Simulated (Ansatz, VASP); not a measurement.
**Two plane-wave programs on Cu3TeAs3**

```xyz
7
Lattice="5.1374 0.0000 0.0000 0.0000 5.1374 0.0000 0.0000 0.0000 5.1374" Properties=species:S:1:pos:R:3 pbc="T T T"
Cu    2.5687    2.5687    0.0000
Cu    0.0000    2.5687    2.5687
Cu    2.5687    0.0000    2.5687
Te    2.5687    2.5687    2.5687
As    2.5687    0.0000    0.0000
As    0.0000    2.5687    0.0000
As    0.0000    0.0000    2.5687
```

Change from the starting cell: species swapped into the Ce3GaBr3 type (Pm-3m, No. 221).

Alike in both runs: functional PBE; k mesh 8 × 8 × 8; occupations gaussian, width 0.1 eV; no spin polarisation.

Ansatz relaxed the structure, and its values are those at the end. VASP's run is a single point on that final structure, the one shown.

```csv
,VASP,Ansatz
version,VASP 6.6.1,Ansatz 0.2.0
potentials or method,"VASP PAW PBE potentials, release 64 (Cu, Te, As)","scalar-relativistic, plane waves, PAW"
plane-wave cutoff (eV),520,420
valence electrons in the cell,54,118
```

|  | VASP | Ansatz | Ansatz less VASP |
| --- | --- | --- | --- |
| gap on the k mesh at the Fermi level (eV) | none | none | - |
| pressure (GPa) | 0.2 | 0.0 | -0.16 |

A gap of «none» marks a metal or a gap that the smearing closes. The two sets of potentials don't hold the same shells in valence.

The runs have no spin-orbit coupling, so splittings on Te are missing.
